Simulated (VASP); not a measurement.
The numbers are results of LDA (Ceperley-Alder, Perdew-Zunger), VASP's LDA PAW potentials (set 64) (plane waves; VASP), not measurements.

The input files of a VASP run:

**POSCAR**
```
CoGa
1
    2.8800000000     0.0000000000     0.0000000000
    0.0000000000     2.8800000000     0.0000000000
    0.0000000000     0.0000000000     2.8800000000
Ga Co
1 1
Direct
  0.5000000000   0.5000000000   0.5000000000
  0.0000000000   0.0000000000   0.0000000000
```

**KPOINTS**
```
Automatic mesh
0
Gamma
11 11 11
0 0 0
```

### INCAR
```
! general
SYSTEM  = CoGa
PREC    = Accurate
ENCUT   = 520
LREAL   = F   ! projection in real space or not
LASPH   = T

! electronic loop
EDIFF   = 1E-6   ! SCF stop (eV)
NELM    = 100
ALGO    = Normal
LMAXMIX = 4

! smearing
ISMEAR  = 1   ! Methfessel-Paxton
SIGMA   = 0.1

! ions
IBRION  = 2   ! conjugate gradients
NSW     = 60   ! most ionic steps
ISIF    = 3   ! ions, shape and volume
EDIFFG  = -0.01

! output
LWAVE   = F
LCHARG  = F
```

POTCAR, in this order: Ga_d Co (LDA.64 set). Program: vasp_std.

Output

### OSZICAR
```
       N       E                     dE             d eps       ncg     rms          rms(c)
DAV:   1     0.101338172922E+03    0.10134E+03   -0.10895E+04  1736   0.264E+03
DAV:   2    -0.784446865741E+01   -0.10918E+03   -0.10652E+03  1722   0.363E+02
DAV:   3    -0.134373418549E+02   -0.55929E+01   -0.55716E+01  2016   0.874E+01
DAV:   4    -0.135169358843E+02   -0.79594E-01   -0.79576E-01  2240   0.982E+00
DAV:   5    -0.135191634556E+02   -0.22276E-02   -0.22276E-02  2150   0.137E+00    0.972E+00
DAV:   6    -0.146736400034E+02   -0.11545E+01   -0.24103E+01  1888   0.666E+01    0.123E+01
DAV:   7    -0.124846851914E+02    0.21890E+01   -0.10090E+01  1750   0.491E+01    0.164E+00
DAV:   8    -0.124656585733E+02    0.19027E-01   -0.26791E-01  2038   0.547E+00    0.699E-01
DAV:   9    -0.124577478868E+02    0.79107E-02   -0.22756E-02  2329   0.234E+00    0.145E-01
DAV:  10    -0.124573533327E+02    0.39455E-03   -0.66271E-04  2249   0.380E-01    0.739E-02
DAV:  11    -0.124573237955E+02    0.29537E-04   -0.91452E-05  2301   0.168E-01    0.156E-02
DAV:  12    -0.124573232141E+02    0.58144E-06   -0.49643E-06  2055   0.397E-02
   1 F= -.12457323E+02 E0= -.12457426E+02  d E =-.124573E+02
       N       E                     dE             d eps       ncg     rms          rms(c)
DAV:   1    -0.183673379764E+02   -0.59100E+01   -0.75018E+01  1694   0.152E+02    0.192E+01
DAV:   2    -0.160956159180E+02    0.22717E+01   -0.46661E+01  1708   0.128E+02    0.132E+01
DAV:   3    -0.130658625493E+02    0.30298E+01   -0.19874E+01  1799   0.841E+01    0.571E+00
DAV:   4    -0.125182884131E+02    0.54757E+00   -0.13412E+00  2157   0.161E+01    0.215E+00
DAV:   5    -0.124468546474E+02    0.71434E-01   -0.95643E-02  2434   0.439E+00    0.636E-01
DAV:   6    -0.124413022995E+02    0.55523E-02   -0.20919E-02  2056   0.223E+00    0.111E-01
DAV:   7    -0.124411849366E+02    0.11736E-03   -0.11027E-03  2172   0.518E-01    0.478E-02
DAV:   8    -0.124411849361E+02    0.49477E-09   -0.27938E-05  2656   0.789E-02    0.694E-03
DAV:   9    -0.124411843960E+02    0.54008E-06   -0.20704E-06  1332   0.216E-02
   2 F= -.12441184E+02 E0= -.12441522E+02  d E =0.161388E-01
       N       E                     dE             d eps       ncg     rms          rms(c)
DAV:   1    -0.140694907253E+02   -0.16283E+01   -0.21376E+01  1694   0.100E+02    0.914E+00
DAV:   2    -0.138893628854E+02    0.18013E+00   -0.15725E+01  1723   0.590E+01    0.819E+00
DAV:   3    -0.126952944292E+02    0.11941E+01   -0.71561E+00  1789   0.392E+01    0.303E+00
DAV:   4    -0.125465126453E+02    0.14878E+00   -0.29591E-01  2167   0.917E+00    0.655E-01
DAV:   5    -0.125314362197E+02    0.15076E-01   -0.18700E-02  2374   0.252E+00    0.154E-01
DAV:   6    -0.125306977465E+02    0.73847E-03   -0.72664E-04  2205   0.399E-01    0.342E-02
DAV:   7    -0.125306974147E+02    0.33176E-06   -0.24544E-05  2720   0.698E-02    0.884E-03
DAV:   8    -0.125306976546E+02   -0.23991E-06   -0.22674E-06  1637   0.212E-02
   3 F= -.12530698E+02 E0= -.12530964E+02  d E =-.733744E-01
       N       E                     dE             d eps       ncg     rms          rms(c)
DAV:   1    -0.125312838462E+02   -0.58643E-03   -0.76244E-03  1694   0.173E+00    0.178E-01
DAV:   2    -0.125311840389E+02    0.99807E-04   -0.53359E-03  1715   0.115E+00    0.150E-01
DAV:   3    -0.125307732628E+02    0.41078E-03   -0.23478E-03  1765   0.768E-01    0.548E-02
DAV:   4    -0.125307185426E+02    0.54720E-04   -0.11599E-04  2211   0.172E-01    0.102E-02
DAV:   5    -0.125307133225E+02    0.52202E-05   -0.63702E-06  2115   0.454E-02    0.221E-03
DAV:   6    -0.125307132508E+02    0.71691E-07   -0.25944E-07   889   0.919E-03
   4 F= -.12530713E+02 E0= -.12530982E+02  d E =-.733900E-01
```

File OUTCAR:
```
------------------------ aborting loop because EDIFF is reached ----------------------------------------
  FORCE on cell =-STRESS in cart. coord.  units (eV):
  Direction    XX          YY          ZZ          XY          YZ          ZX
  --------------------------------------------------------------------------------------
  Total        0.0133102      0.0133102      0.0133102      0.0000000     -0.0000000      0.0000000
  in kB        0.9596410      0.9596410      0.9596410      0.0000000     -0.0000000      0.0000000
  external PRESSURE =       0.9596410 kB  Pullay stress =       0.0000000 kB
  volume of cell :       22.22
      direct lattice vectors                 reciprocal lattice vectors
     2.811440215  0.000000000 -0.000000000     0.355689584 -0.000000000  0.000000000
     0.000000000  2.811440215 -0.000000000    -0.000000000  0.355689584  0.000000000
    -0.000000000 -0.000000000  2.811440215     0.000000000  0.000000000  0.355689584
 POSITION                                       TOTAL-FORCE (eV/Angst)
 -----------------------------------------------------------------------------------
      1.40572      1.40572      1.40572        -0.000000     -0.000000      0.000000
      0.00000      0.00000      0.00000         0.000000      0.000000      0.000000
 -----------------------------------------------------------------------------------
    total drift:                                0.000000      0.000000     -0.000000
  FREE ENERGIE OF THE ION-ELECTRON SYSTEM (eV)
  ---------------------------------------------------
  free  energy   TOTEN  =       -12.5307132508 eV

  energy  without entropy=      -12.5315198947  energy(sigma->0) =      -12.53098213

 reached required accuracy - stopping structural energy minimisation
```
(Selected blocks of OUTCAR.)

**CONTCAR**
```
CoGa
   1.00000000000000
     2.8114402150419497    0.0000000000000000   -0.0000000000000000
     0.0000000000000000    2.8114402150419497   -0.0000000000000000
    -0.0000000000000000   -0.0000000000000000    2.8114402150419497
  Ga              Co
     1     1
Direct
     0.5000000000000000    0.5000000000000000    0.5000000000000000
     0.0000000000000000    0.0000000000000000    0.0000000000000000
```

Energy and stress use the plane-wave basis of the starting cell.

The compound is CoGa in the CsCl type structure. This run relaxes it. Symmetry was kept, so distortions that lower it aren't found. The run is not spin-polarised, so no magnetic state was tried.
